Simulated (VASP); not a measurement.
Input:

```xyz
6
Lattice="1.6375 -2.8362 0.0000 1.6375 2.8362 0.0000 0.0000 0.0000 13.1984" Properties=species:S:1:pos:R:3 pbc="T T T"
W      1.6375     0.9454     3.2996
W      1.6375    -0.9454     9.8988
Se     1.6375     0.9454    11.5748
Se     1.6375    -0.9454     4.9756
Se     1.6375    -0.9454     1.6236
Se     1.6375     0.9454     8.2227
```

These are PBEsol GGA, VASP's PBE PAW potentials (set 64) (plane waves; VASP) values and carry that method's errors. Settings: 400 eV cut-off, 9×9×2 Γ-centred mesh, tetrahedra with Blöchl corrections, potentials W_sv Se.

Without a dispersion term in the relaxation, distances and binding between the weakly bound layers, chains or molecules are unreliable, and so is what depends on them.

### Question
What does the run give for the energy per atom (σ→0)?

### Answer

```yaml
energy per atom (σ→0): -748.5 kJ/mol-atom
```

Only differences to runs with the same potentials and settings are physical.

The compound is WSe2 in the 2H layered structure. It was relaxed first.
